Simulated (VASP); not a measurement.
Consider the following.

```yaml
crystal:
  lattice:
    - [4.58900, -2.40368, 0.00031]
    - [4.58900, 2.40368, 0.00031]
    - [3.32969, 0.00000, 3.96859]
  atoms:
    - { symbol: Al, position: [0.85215, 0.85215, 0.85215] }
    - { symbol: Al, position: [0.35215, 0.35215, 0.35215] }
    - { symbol: Al, position: [0.14785, 0.14785, 0.14785] }
    - { symbol: Al, position: [0.64785, 0.64785, 0.64785] }
    - { symbol: O, position: [0.44382, 0.05618, 0.75000] }
    - { symbol: O, position: [0.05618, 0.75000, 0.44382] }
    - { symbol: O, position: [0.55618, 0.94382, 0.25000] }
    - { symbol: O, position: [0.25000, 0.55618, 0.94382] }
    - { symbol: O, position: [0.94382, 0.25000, 0.55618] }
    - { symbol: O, position: [0.75000, 0.44382, 0.05618] }
```

Level of theory: PBE GGA, VASP's PBE PAW potentials (set 64) (plane waves; VASP 6.6.1). Run with 520 eV cut-off, 6×6×6 Γ-centred mesh, tetrahedra with Blöchl corrections, potentials Al O.

Question: Estimate the energy per atom (σ→0), band gap (on the k-mesh) with the smallest direct gap where there is one.

Answer: 
- band gap (on the k-mesh) = 5.86 eV
- smallest direct gap (on the k-mesh) = 5.86 eV
- energy per atom (σ→0) = -7.481 eV/atom

The compound is Al2O3 in the corundum structure. It was relaxed first.
